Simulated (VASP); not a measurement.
**NbWS4: single point with PBE**

The system is NbWS4.

```xyz
12
Lattice="6.5271 0.0000 0.0000 -1.6318 2.8263 0.0000 0.0000 0.0000 13.5878" Properties=species:S:1:pos:R:3 pbc="T T T"
Nb    0.0000    0.0000    0.0000
Nb    3.2636    0.0000    0.0000
W     0.0000    1.8842    6.7939
W     3.2636    1.8842    6.7939
S     0.0000    1.8842    1.5893
S     3.2636    1.8842    1.5893
S     0.0000    1.8842   11.9985
S     3.2636    1.8842   11.9985
S     0.0000    0.0000    5.2504
S     3.2636    0.0000    5.2504
S     0.0000    0.0000    8.3373
S     3.2636    0.0000    8.3373
```

The cell was built by a generator and needn't be a form met in nature.

* Program: VASP 6.6.1
* Task: single point
* Functional: PBE
* Potentials or basis: VASP PAW PBE potentials, release 64 (Nb_sv, W_sv, S)
* Cutoff: 520 eV
* k mesh: 8 × 8 × 2
* Occupations: gaussian, width 0.15 eV
* Spin: no spin polarisation
* Further INCAR settings: PREC = Normal; LREAL = Auto; ALGO = Fast; EDIFF = 1e-05

The pressure is 0.0 GPa, the largest force is 0.025 eV/Å and the band gap on the k mesh is none (metal or under the smearing width).

Forces on the atoms (eV/Å):
```
Nb  -0.022 -0.013  0.000
Nb  -0.022 -0.013  0.000
W    0.000  0.000  0.000
W    0.000  0.000  0.000
S    0.011  0.006 -0.016
S    0.011  0.006 -0.016
S    0.011  0.006  0.016
S    0.011  0.006  0.016
S    0.000  0.000 -0.003
S    0.000  0.000 -0.003
S    0.000  0.000  0.003
S    0.000  0.000  0.003
```

Stress tensor (GPa, compression positive):
```
-0.03 -0.05  0.00
-0.05  0.03  0.00
 0.00  0.00  0.06
```

Levels at points of the mesh, in eV from the Fermi level:
| k point | band 49 | band 50 | band 51 | band 52 | band 53 | band 54 |
| --- | --- | --- | --- | --- | --- | --- |
| (0.00, 0.00, 0.00) | -0.86 | -0.16 | -0.12 | 0.85 | 2.33 | 2.43 |
| (0.50, 0.00, 0.00) | -0.99 | -0.99 | -0.09 | -0.09 | 2.08 | 2.09 |
| (0.00, 0.50, 0.00) | -0.86 | -0.86 | -0.16 | -0.16 | 2.24 | 2.25 |
| (0.50, 0.50, 0.00) | -0.89 | -0.89 | 0.08 | 0.08 | 2.00 | 2.00 |
| (0.00, 0.00, 0.50) | -0.86 | -0.16 | 0.11 | 0.80 | 2.27 | 2.43 |
| (0.50, 0.00, 0.50) | -0.96 | -0.96 | -0.08 | -0.08 | 2.16 | 2.19 |
| (0.00, 0.50, 0.50) | -0.86 | -0.86 | -0.16 | -0.16 | 2.24 | 2.25 |
| (0.50, 0.50, 0.50) | -0.89 | -0.89 | 0.08 | 0.08 | 2.02 | 2.02 |

It took 2.3 min on 2 MPI ranks on Intel(R) Xeon(R) 6975P-C (Granite Rapids), with other jobs on the host, peak memory 0.53 GiB a rank.

Caveat: this functional lacks dispersion, which binds the layers, so the pressure and a relaxed spacing across them are unreliable. Spin-orbit coupling is left out, which matters for the levels of W.
